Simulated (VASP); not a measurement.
Consider the following.

```xyz
2
Lattice="0.0000 2.9614 2.9614 2.9614 0.0000 2.9614 2.9614 2.9614 0.0000" Properties=species:S:1:pos:R:3 pbc="T T T"
Cd     5.9228     5.9228     5.9228
S      1.4807     1.4807     1.4807
```

Computed with PBE GGA, VASP's PBE PAW potentials (set 64) (plane waves; VASP). Settings: 350 eV cut-off, 7×7×7 Γ-centred mesh, Gaussian smearing of 0.050 eV, potentials Cd S.

Question: What does the run give for the energy per atom (σ→0), band gap (on the k-mesh) with the smallest direct gap where there is one?

Answer: 
| Property | Result |
|---|---|
| band gap (on the k-mesh) | 1.04 eV |
| smallest direct gap (on the k-mesh) | 1.04 eV |
| energy per atom (σ→0) | -3.071 eV/atom |

The absolute energy has meaning only against runs of the same code, potentials and settings.

The compound is CdS in the zinc blende structure, a metastable form; wurtzite is the usual one. It was relaxed first, which changed the volume by +5 %.
